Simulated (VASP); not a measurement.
OSZICAR of a VASP run on Al$_{31}$As$_{32}$:

**OSZICAR**
```
       N       E                     dE             d eps       ncg     rms          rms(c)
DAV:   1     0.131013123848E+04    0.13101E+04   -0.90567E+04   316   0.111E+03
DAV:   2    -0.129870661469E+03   -0.14400E+04   -0.13661E+04   402   0.198E+02
DAV:   3    -0.293610313061E+03   -0.16374E+03   -0.16073E+03   376   0.666E+01
DAV:   4    -0.298993082796E+03   -0.53828E+01   -0.53657E+01   368   0.135E+01
DAV:   5    -0.299118409524E+03   -0.12533E+00   -0.12522E+00   400   0.224E+00    0.174E+01
RMM:   6    -0.293541620670E+03    0.55768E+01   -0.94525E+00   316   0.422E+00    0.103E+01
RMM:   7    -0.293216116137E+03    0.32550E+00   -0.10208E+01   318   0.436E+00    0.488E+00
RMM:   8    -0.292765926737E+03    0.45019E+00   -0.10541E+00   316   0.186E+00    0.282E+00
RMM:   9    -0.292914231304E+03   -0.14830E+00   -0.69312E-01   319   0.118E+00    0.258E+00
RMM:  10    -0.292736657025E+03    0.17757E+00   -0.10218E-01   316   0.555E-01    0.151E+00
RMM:  11    -0.292730200501E+03    0.64565E-02   -0.10561E-01   323   0.386E-01    0.120E+00
RMM:  12    -0.292696457960E+03    0.33743E-01   -0.12833E-02   316   0.183E-01    0.389E-01
RMM:  13    -0.292697197894E+03   -0.73993E-03   -0.51303E-03   316   0.119E-01    0.251E-01
RMM:  14    -0.292697617519E+03   -0.41963E-03   -0.30909E-03   320   0.820E-02    0.153E-01
RMM:  15    -0.292697609746E+03    0.77726E-05   -0.61091E-04   319   0.400E-02    0.169E-01
RMM:  16    -0.292697292028E+03    0.31772E-03   -0.31266E-04   318   0.237E-02    0.128E-01
RMM:  17    -0.292697029624E+03    0.26240E-03   -0.24636E-04   324   0.212E-02    0.328E-02
RMM:  18    -0.292697024724E+03    0.48994E-05   -0.71136E-05   278   0.115E-02
   1 F= -.29269702E+03 E0= -.29265888E+03  d E =-.292697E+03
       N       E                     dE             d eps       ncg     rms          rms(c)
DAV:   1    -0.292749718241E+03   -0.52689E-01   -0.14683E+00   344   0.229E+00    0.432E-01
RMM:   2    -0.292759031525E+03   -0.93133E-02   -0.10266E-01   316   0.569E-01    0.350E-01
RMM:   3    -0.292759097929E+03   -0.66404E-04   -0.16269E-02   324   0.241E-01    0.247E-01
RMM:   4    -0.292758134527E+03    0.96340E-03   -0.35410E-03   320   0.112E-01    0.995E-02
RMM:   5    -0.292758267423E+03   -0.13290E-03   -0.14230E-03   316   0.676E-02    0.118E-01
RMM:   6    -0.292758089523E+03    0.17790E-03   -0.43138E-04   329   0.376E-02    0.357E-02
RMM:   7    -0.292758103181E+03   -0.13658E-04   -0.11569E-04   307   0.206E-02    0.152E-02
RMM:   8    -0.292758107865E+03   -0.46844E-05   -0.24946E-05   207   0.110E-02
   2 F= -.29275811E+03 E0= -.29271971E+03  d E =-.610831E-01
       N       E                     dE             d eps       ncg     rms          rms(c)
DAV:   1    -0.292763390378E+03   -0.52872E-02   -0.38066E-01   360   0.116E+00    0.219E-01
RMM:   2    -0.292765788970E+03   -0.23986E-02   -0.26384E-02   316   0.290E-01    0.181E-01
RMM:   3    -0.292765794142E+03   -0.51726E-05   -0.41172E-03   321   0.123E-01    0.125E-01
RMM:   4    -0.292765548403E+03    0.24574E-03   -0.90582E-04   319   0.573E-02    0.504E-02
RMM:   5    -0.292765561418E+03   -0.13014E-04   -0.40296E-04   316   0.358E-02    0.449E-02
RMM:   6    -0.292765544009E+03    0.17409E-04   -0.10576E-04   313   0.188E-02    0.193E-02
RMM:   7    -0.292765546541E+03   -0.25325E-05   -0.21609E-05   203   0.101E-02
   3 F= -.29276555E+03 E0= -.29272708E+03  d E =-.685218E-01
       N       E                     dE             d eps       ncg     rms          rms(c)
DAV:   1    -0.292770533078E+03   -0.49891E-02   -0.15866E-01   344   0.768E-01    0.148E-01
RMM:   2    -0.292771890911E+03   -0.13578E-02   -0.11019E-02   316   0.190E-01    0.188E-01
RMM:   3    -0.292771483120E+03    0.40779E-03   -0.18381E-03   319   0.829E-02    0.651E-02
RMM:   4    -0.292771436553E+03    0.46567E-04   -0.33407E-04   320   0.371E-02    0.338E-02
RMM:   5    -0.292771447864E+03   -0.11311E-04   -0.13419E-04   316   0.221E-02    0.355E-02
RMM:   6    -0.292771432134E+03    0.15730E-04   -0.37069E-05   231   0.118E-02    0.113E-02
RMM:   7    -0.292771432985E+03   -0.85084E-06   -0.77413E-06   188   0.612E-03
   4 F= -.29277143E+03 E0= -.29273293E+03  d E =-.588644E-02
       N       E                     dE             d eps       ncg     rms          rms(c)
DAV:   1    -0.292772189691E+03   -0.75756E-03   -0.86161E-02   344   0.567E-01    0.110E-01
RMM:   2    -0.292772936803E+03   -0.74711E-03   -0.60516E-03   316   0.141E-01    0.140E-01
RMM:   3    -0.292772713148E+03    0.22365E-03   -0.10114E-03   319   0.615E-02    0.486E-02
RMM:   4    -0.292772688049E+03    0.25099E-04   -0.18461E-04   320   0.275E-02    0.252E-02
RMM:   5    -0.292772691475E+03   -0.34266E-05   -0.76166E-05   311   0.167E-02
   5 F= -.29277269E+03 E0= -.29273418E+03  d E =-.714493E-02
       N       E                     dE             d eps       ncg     rms          rms(c)
DAV:   1    -0.292773932590E+03   -0.12445E-02   -0.37805E-02   352   0.379E-01    0.676E-02
RMM:   2    -0.292774174830E+03   -0.24224E-03   -0.24227E-03   316   0.915E-02    0.576E-02
RMM:   3    -0.292774181912E+03   -0.70820E-05   -0.42411E-04   324   0.402E-02    0.396E-02
RMM:   4    -0.292774164179E+03    0.17733E-04   -0.71185E-05   306   0.179E-02    0.181E-02
RMM:   5    -0.292774163778E+03    0.40125E-06   -0.33229E-05   212   0.116E-02
   6 F= -.29277416E+03 E0= -.29273564E+03  d E =-.147230E-02
       N       E                     dE             d eps       ncg     rms          rms(c)
DAV:   1    -0.292774380249E+03   -0.21607E-03   -0.22975E-02   344   0.295E-01    0.524E-02
RMM:   2    -0.292774535308E+03   -0.15506E-03   -0.14944E-03   316   0.719E-02    0.480E-02
RMM:   3    -0.292774534754E+03    0.55436E-06   -0.26781E-04   325   0.319E-02    0.300E-02
RMM:   4    -0.292774526214E+03    0.85400E-05   -0.43830E-05   246   0.143E-02
   7 F= -.29277453E+03 E0= -.29273601E+03  d E =-.183474E-02
       N       E                     dE             d eps       ncg     rms          rms(c)
DAV:   1    -0.292775031927E+03   -0.49717E-03   -0.22520E-02   328   0.271E-01    0.594E-02
RMM:   2    -0.292775347620E+03   -0.31569E-03   -0.14096E-03   316   0.623E-02    0.116E-01
RMM:   3    -0.292775127927E+03    0.21969E-03   -0.24995E-04   316   0.285E-02    0.190E-02
RMM:   4    -0.292775127257E+03    0.66996E-06   -0.47751E-05   224   0.133E-02
   8 F= -.29277513E+03 E0= -.29273659E+03  d E =-.601044E-03
       N       E                     dE             d eps       ncg     rms          rms(c)
DAV:   1    -0.292775235978E+03   -0.10805E-03   -0.29651E-02   344   0.311E-01    0.647E-02
RMM:   2    -0.292775608292E+03   -0.37231E-03   -0.18125E-03   316   0.714E-02    0.122E-01
RMM:   3    -0.292775370633E+03    0.23766E-03   -0.32565E-04   317   0.326E-02    0.234E-02
RMM:   4    -0.292775369393E+03    0.12395E-05   -0.62812E-05   252   0.151E-02
   9 F= -.29277537E+03 E0= -.29273682E+03  d E =-.843180E-03
```

Q: Which electronic solver shows in the log?

A: It is blocked Davidson (ALGO = Normal, or the opening steps of other solvers) and then RMM-DIIS (ALGO = Fast or VeryFast). The INCAR had ALGO = Fast.

Q: Can the final energy be trusted as converged?

A: The calculation finished and met its thresholds. It stopped with EDIFF = 1E-5, NELM = 100, NSW = 60 and EDIFFG = -0.03 after 9 ionic steps (PBE GGA, plane waves, VASP's PBE PAW potentials (set 64)). The cell is charged, with a uniform compensating background. The supercell is sampled at Γ alone, which is coarse: total energies, pressure and levels can be off, energies of defects by several tenths of an eV.

The cell is a supercell with a defect, built from AlAs (zinc blende): vac_Al, charge +1. The run is not spin-polarised, so no state with unpaired spins was tried.
